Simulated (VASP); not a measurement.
# Mg2CdN2 (P-3m1) in VASP: reference runs

Aim: a first look at Mg2CdN2 with PBE, on the cell as given and on a disturbed one.

Program: VASP 6.6.1. These are calculated values, not measurements. Logs are shortened: lines on timing, memory, paths and dates and some standing lists are left out, and cuts for length are marked.

### 1 The structure

Symmetry: P-3m1, No. 164, trigonal system. Conventional cell: a = 3.553 Å, b = 3.553 Å, c = 5.984 Å, α = 90.00°, β = 90.00°, γ = 120.00°. Cd (site symmetry -3m) has 6 N at 2.62 Å and 6 Mg at 2.92 Å as nearest neighbours. Mg (site symmetry 3m) is surrounded by 4 N at 2.10 to 2.28 Å. Around N (site symmetry 3m) lie 4 Mg at 2.10 to 2.28 Å.

The cell comes from a database or a generator and needn't be the stable form of this composition.

### 2 Single point, PBE

Input file INCAR:

```
SYSTEM = Mg2CdN2
PREC = Accurate
ENCUT = 520
EDIFF = 1E-7
ISMEAR = -1
SIGMA = 0.05
LREAL = .False.
LASPH = .True.
NELM = 60
ALGO = Normal
ISIF = 2
LWAVE = .False.
LCHARG = .False.
GGA = PE
NBANDS = 21
```

Input file KPOINTS:

```
regular mesh
0
Gamma
  9 9 5
  0 0 0
```

Input file POSCAR:

```
Mg2CdN2
1.0
    3.5528825911      0.0000000000      0.0000000000
   -1.7764412956      3.0768865806      0.0000000000
    0.0000000000      0.0000000000      5.9838310064
Cd Mg N
1 2 2
Direct
    0.0000000000      0.0000000000      0.5000000000
    0.3333333333      0.6666666667      0.8465580000
    0.6666666667      0.3333333333      0.1534420000
    0.3333333333      0.6666666667      0.2277690000
    0.6666666667      0.3333333333      0.7722310000
```

Potentials or basis: VASP PAW PBE potentials, release 64 (Cd, Mg, N).

Command:

```bash
$ cat potpaw_PBE.64/Cd/POTCAR potpaw_PBE.64/Mg/POTCAR potpaw_PBE.64/N/POTCAR > POTCAR
$ mpirun -np 1 vasp_std > vasp.out
```

OUTCAR:

```text
SYSTEM = Mg2CdN2
   PREC = Accurate
   ENCUT = 520
   EDIFF = 1E-7
   ISMEAR = -1
   LREAL = .False.
   LASPH = .True.
   NELM = 60
   ISIF = 2
   GGA = PE

 ion  position               nearest neighbor table
   1  0.000  0.000  0.500-   4 2.62   5 2.62   5 2.62   4 2.62   5 2.62   4 2.62   2 2.92   3 2.92
                             2 2.92   3 2.92   3 2.92   2 2.92
   2  0.333  0.667  0.847-   5 2.10   5 2.10   5 2.10   4 2.28   3 2.75   3 2.75   3 2.75   1 2.92
                             1 2.92   1 2.92
   3  0.667  0.333  0.153-   4 2.10   4 2.10   4 2.10   5 2.28   2 2.75   2 2.75   2 2.75   1 2.92
                             1 2.92   1 2.92
   4  0.333  0.667  0.228-   3 2.10   3 2.10   3 2.10   2 2.28   1 2.62   1 2.62   1 2.62
   5  0.667  0.333  0.772-   2 2.10   2 2.10   2 2.10   3 2.28   1 2.62   1 2.62   1 2.62

  LATTYP: Found a hexagonal cell.
 ALAT       =     3.5528825911
 C/A-ratio  =     1.6842186177

  Lattice vectors:

 A1 = (   3.5528825911,   0.0000000000,   0.0000000000)
 A2 = (  -1.7764412956,   3.0768865806,   0.0000000000)
 A3 = (   0.0000000000,   0.0000000000,   5.9838310064)

Analysis of symmetry for initial positions (statically):
=====================================================================
 Subroutine PRICEL returns:
 Original cell was already a primitive cell.

 Routine SETGRP: Setting up the symmetry group for a
 hexagonal supercell.

 Subroutine GETGRP returns: Found 12 space group operations
 (whereof 12 operations were pure point group operations)
 out of a pool of 24 trial point group operations.

The static configuration has the point symmetry D_3d.

Analysis of symmetry for dynamics (positions and initial velocities):
=====================================================================
 Subroutine PRICEL returns:
 Original cell was already a primitive cell.

 Routine SETGRP: Setting up the symmetry group for a
 hexagonal supercell.

 Subroutine GETGRP returns: Found 12 space group operations
 (whereof 12 operations were pure point group operations)
 out of a pool of 24 trial point group operations.

The dynamic configuration has the point symmetry D_3d.

 Subroutine INISYM returns: Found 12 space group operations
 (whereof 12 operations are pure point group operations),
 and found     1 'primitive' translations

----------------------------------------------------------------------------------------

                                     Primitive cell

  volume of cell :      65.4141

  direct lattice vectors                    reciprocal lattice vectors
     3.552882591  0.000000000  0.000000000     0.281461595  0.162501927  0.000000000
    -1.776441296  3.076886581  0.000000000     0.000000000  0.325003855  0.000000000
     0.000000000  0.000000000  5.983831006     0.000000000  0.000000000  0.167117019

  length of vectors
     3.552882591  3.552882591  5.983831006     0.325003855  0.325003855  0.167117019

  position of ions in fractional coordinates (direct lattice)
     0.000000000  0.000000000  0.500000000
     0.333333333  0.666666667  0.846558000
     0.666666667  0.333333333  0.153442000
     0.333333333  0.666666667  0.227769000
     0.666666667  0.333333333  0.772231000

  ion indices of the primitive-cell ions
   primitive index   ion index
                 1           1
                 2           2
                 3           3
                 4           4
                 5           5

----------------------------------------------------------------------------------------

 KPOINTS: regular mesh

Automatic generation of k-mesh.
 Grid dimensions read from file:
 generate k-points for:    9    9    5

 Generating k-lattice:

  Cartesian coordinates                     Fractional coordinates (reciprocal lattice)
     0.031273511  0.018055770  0.000000000     0.111111111  0.000000000  0.000000000
     0.000000000  0.036111539  0.000000000     0.000000000  0.111111111  0.000000000
     0.000000000  0.000000000  0.033423404     0.000000000  0.000000000  0.200000000

  Length of vectors
     0.036111539  0.036111539  0.033423404

  Shift w.r.t. Gamma in fractional coordinates (k-lattice)
     0.000000000  0.000000000  0.000000000

 Subroutine IBZKPT returns following result:
 ===========================================

 Found     50 irreducible k-points:

 Following reciprocal coordinates:
            Coordinates               Weight
  0.000000  0.000000  0.000000      1.000000
  0.111111 -0.000000  0.000000      6.000000
  0.222222  0.000000  0.000000      6.000000
  0.333333  0.000000  0.000000      6.000000
  0.444444  0.000000  0.000000      6.000000
  0.111111  0.111111  0.000000      6.000000
[... 16 lines left out ...]
  0.222222  0.111111  0.200000     12.000000
 -0.111111  0.333333  0.200000     12.000000
 [... further k-points ...]
   k-points           NKPTS =     50   k-points in BZ     NKDIM =     50   number of bands    NBANDS=     21
   number of dos      NEDOS =    301   number of ions     NIONS =      5
   total plane-waves  NPLWV =  37632
   dimension x,y,z NGX =    28 NGY =   28 NGZ =   48
   dimension x,y,z NGXF=    56 NGYF=   56 NGZF=   96
   ions per type =               1   2   2
   NGX,Y,Z   is equivalent  to a cutoff of  13.10, 13.10, 13.34 a.u.
   NGXF,Y,Z  is equivalent  to a cutoff of  26.20, 26.20, 26.67 a.u.
 SYSTEM =  Mg2CdN2
   PREC   = accura    normal or accurate (medium, high low for compatibility)
   ISTART =      0    job   : 0-new  1-cont  2-samecut
   ICHARG =      2    charge: 1-file 2-atom 10-const
   ISPIN  =      1    spin polarized calculation?
   LNONCOLLINEAR =      F non collinear calculations
   LSORBIT =      F    spin-orbit coupling
   LASPH  =      T    aspherical Exc in radial PAW
   ENCUT  =  520.0 eV  38.22 Ry    6.18 a.u.   6.61  6.61 11.13*2*pi/ulx,y,z
   NELM   =     60;   NELMIN=  2; NELMDL= -5     # of ELM steps
   EDIFF  = 0.1E-06   stopping-criterion for ELM
   LREAL  =      F    real-space projection
   EDIFFG = 0.1E-05   stopping-criterion for IOM
   NSW    =      0    number of steps for IOM
   IBRION =     -1    ionic relax: 0-MD 1-quasi-New 2-CG
   NFREE  =      0    steps in history (QN), initial steepest desc. (CG)
   ISIF   =      2    stress and relaxation
   ISYM   =      2    0-nonsym 1-usesym 2-fastsym
   POTIM  = 0.5000    time-step for ionic-motion
   TEBEG  =    0.0;   TEEND  =   0.0 temperature during run
   PSTRESS=    0.0 pullay stress
   NELECT =      26.0000    total number of electrons
   NUPDOWN=      -1.0000    fix difference up-down
   EMIN   =  10.00;   EMAX   =-10.00  energy-range for DOS
   EFERMI =   0.00;   METHOD = LEGACY
   ISMEAR =    -1;   SIGMA  =   0.05  broadening in eV -4-tet -1-fermi 0-gaus
   EFERMI_NEDOS =   21; number of points for ismear=-14 and -15
   IALGO  =     38    algorithm
   IMIX   =      4    mixing-type and parameters
     AMIX     =   0.40;   BMIX     =  1.00
     AMIX_MAG =   1.60;   BMIX_MAG =  1.00
  volume/ion in A,a.u.               =      13.08        88.29
  Fermi-wavevector in a.u.,A,eV,Ry     =   1.203674  2.274613 19.712530  1.448830
  Thomas-Fermi vector in A             =   2.339420
   LORBIT       =      0    0 simple, 1 ext, 2 COOP (PROOUT), +10 PAW based schemes
   GGA     = PE    functional components
   LHFCALC =     F    Hartree Fock is set to
   AEXX    =    0.0000 exact exchange contribution
   IVDW    =     0    specifies the selected vdW correction
   LEPSILON=     F    determine dielectric tensor
   LRPA    =     F    only Hartree local field effects (RPA)
 non-spin polarized calculation
  energy-cutoff  :      520.00
  volume of cell :       65.41
 maximum number of plane-waves:      1804
 NGX is ok and might be reduce to    28
   NGX = 13   NGY = 13   NGZ = 23

 number of electron      26.0000004 magnetization

 Free energy of the ion-electron system (eV)
  ---------------------------------------------------
  ext. energy  EPLUGINS =         0.00000000
  ---------------------------------------------------
  free energy    TOTEN  =       -21.63275431 eV

  energy without entropy =      -21.63234582  energy(sigma->0) =      -21.63255007

 E-fermi :   3.0437     XC(G=0): -10.6292

 val. band max:        2.8215274678   @ k =   0.1111   0.1111   0.0000
 cond. band min:       3.1219922545   @ k =   0.0000   0.0000   0.0000
 fundamental gap:      0.3004647868
 Fermi energy:         3.0437132069

 k-point     1 :       0.0000    0.0000    0.0000
  band No.  band energies     occupation
      1     -10.4242      2.00000
      2      -9.3936      2.00000
      3      -4.9250      2.00000
      4      -4.7908      2.00000
      5      -4.7908      2.00000
      6      -4.6132      2.00000
[... 13 lines left out ...]
     20      14.6438      0.00000
     21      14.6438      0.00000

 k-point     2 :       0.1111   -0.0000    0.0000
  band No.  band energies     occupation
      1     -10.3299      2.00000
      2      -9.3682      2.00000
      3      -4.8887      2.00000
      4      -4.7982      2.00000
      5      -4.7467      2.00000
      6      -4.6271      2.00000
[... 13 lines left out ...]
     20      13.7248      0.00000
     21      14.0536      0.00000

 k-point     3 :       0.2222    0.0000    0.0000
  band No.  band energies     occupation
      1     -10.0725      2.00000
      2      -9.3073      2.00000
      3      -4.8904      2.00000
      4      -4.7599      2.00000
      5      -4.6638      2.00000
      6      -4.6298      2.00000
[... 13 lines left out ...]
     20      12.5953      0.00000
     21      13.3257      0.00000
[... 457 lines left out ...]
 k-point    23 :       0.2222    0.1111    0.2000
  band No.  band energies     occupation
      1      -9.8254      2.00000
      2      -9.2913      2.00000
      3      -4.8988      2.00000
      4      -4.7586      2.00000
      5      -4.7027      2.00000
      6      -4.5712      2.00000
[... 13 lines left out ...]
     20      12.5464      0.00000
     21      13.5398      0.00000

 k-point    24 :      -0.1111    0.3333    0.2000
  band No.  band energies     occupation
      1      -9.8002      2.00000
      2      -9.3269      2.00000
      3      -4.8892      2.00000
      4      -4.7486      2.00000
      5      -4.7034      2.00000
      6      -4.5594      2.00000
[... 13 lines left out ...]
     20      12.3432      0.00000
     21      13.6113      0.00000

 [... further k-points ...]

------------------------ aborting loop because EDIFF is reached ----------------------------------------

  FORCE on cell =-STRESS in cart. coord.  units (eV):
  Direction    XX          YY          ZZ          XY          YZ          ZX
  --------------------------------------------------------------------------------------
  -------------------------------------------------------------------------------------
  Total       -0.1193845     -0.1193845     -0.0969492      0.0000000      0.0000000     -0.0000000
  in kB       -2.9240646     -2.9240646     -2.3745592      0.0000000      0.0000000     -0.0000000
  external PRESSURE =      -2.7408961 kB  Pullay stress =       0.0000000 kB

 VOLUME and BASIS-vectors are now :
 -----------------------------------------------------------------------------
  energy-cutoff  :      520.00
  volume of cell :       65.41
      direct lattice vectors                 reciprocal lattice vectors
     3.552882591  0.000000000  0.000000000     0.281461595  0.162501927  0.000000000
    -1.776441296  3.076886581  0.000000000     0.000000000  0.325003855  0.000000000
     0.000000000  0.000000000  5.983831006     0.000000000  0.000000000  0.167117019

 POSITION                                       TOTAL-FORCE (eV/Angst)
 -----------------------------------------------------------------------------------
      0.00000      0.00000      2.99192        -0.000000      0.000000     -0.000000
     -0.00000      2.05126      5.06566        -0.000000      0.000000     -0.026345
      1.77644      1.02563      0.91817         0.000000      0.000000      0.026345
     -0.00000      2.05126      1.36293         0.000000      0.000000     -0.006788
      1.77644      1.02563      4.62090        -0.000000      0.000000      0.006788
 -----------------------------------------------------------------------------------
    total drift:                                0.000000     -0.000000      0.000000

  FREE ENERGIE OF THE ION-ELECTRON SYSTEM (eV)
  ---------------------------------------------------
  free  energy   TOTEN  =       -21.6327543147 eV

  energy  without entropy=      -21.6323458198  energy(sigma->0) =      -21.63255007
```

It took 77 s on 1 thread of Intel Xeon Platinum 8488C (Sapphire Rapids), shared host; peak memory 0.23 GiB.

Results:

```yaml
Free_energy: -21.6328 eV
Pressure: -0.3 GPa
Largest_force: 0.026 eV/Å
Band_gap_on_the_k_mesh: 0.30 eV, indirect (least direct gap 0.68 eV)
```

Forces on the atoms (eV/Å):
```
Cd   0.000  0.000  0.000
Mg   0.000  0.000 -0.026
Mg   0.000  0.000  0.026
N    0.000  0.000 -0.007
N    0.000  0.000  0.007
```

Caveat: an odd mesh through Γ misses points on the zone boundary, where band edges often lie.

### 3 Single point, PBE (atoms moved at random, drawn with an rms of 0.05 Å)

Input file INCAR:

```
ALGO = Normal ; EDIFF = 1E-7
ENCUT = 520 ; GGA = PE
ISIF = 2 ; ISMEAR = -1
LASPH = True ; LCHARG = False
LREAL = False ; LWAVE = False
NBANDS = 21 ; NELM = 100
PREC = Accurate ; SIGMA = 0.05
```

Input file KPOINTS:

```
k-points
0
Gamma
  9 9 5
```

Input file POSCAR:

```
Mg2CdN2
1.0
    3.5528825911      0.0000000000      0.0000000000
   -1.7764412956      3.0768865806      0.0000000000
    0.0000000000      0.0000000000      5.9838310064
Cd Mg N
1 2 2
Direct
    0.0123590000      0.0036500000      0.5021950000
    0.3319970000      0.6627500000      0.8536170000
    0.6685630000      0.3363990000      0.1468310000
    0.3365560000      0.6753170000      0.2352140000
    0.6751530000      0.3307230000      0.7679020000
```

Potentials or basis: VASP PAW PBE potentials, release 64 (Cd, Mg, N).

Command:

```bash
$ cat potpaw_PBE.64/Cd/POTCAR potpaw_PBE.64/Mg/POTCAR potpaw_PBE.64/N/POTCAR > POTCAR
$ mpirun -np 1 vasp_std > vasp.out
```

Wall time 4.5 min (1 thread of Intel Xeon Platinum 8488C (Sapphire Rapids), shared host); peak memory 0.41 GiB.

It converged, with:

| Property | Result |
| --- | --- |
| Free energy | -21.5850 eV |
| Pressure | -0.7 GPa |
| Largest force | 0.637 eV/Å |
| Band gap on the k mesh | 0.33 eV, indirect (least direct gap 0.58 eV) |

Forces in eV/Å, atoms in the order of the input:
```
Cd  -0.053 -0.020 -0.093
Mg   0.215  0.132 -0.503
Mg   0.037  0.048  0.634
N    0.045 -0.154 -0.438
N   -0.244 -0.006  0.401
```

Stress tensor (GPa, compression positive):
```
-0.91  0.59  0.57
 0.59 -0.49 -0.50
 0.57 -0.50 -0.79
```

Levels at points of the mesh, in eV from the valence-band top:
```
           k point  band 10  band 11  band 12  band 13  band 14  band 15  band 16  band 17
(0.00, 0.00, 0.00)    -0.39    -0.34    -0.29    -0.26     0.33     4.19     6.80     8.98
```

Caveat: an odd mesh through Γ misses points on the zone boundary, where band edges often lie.
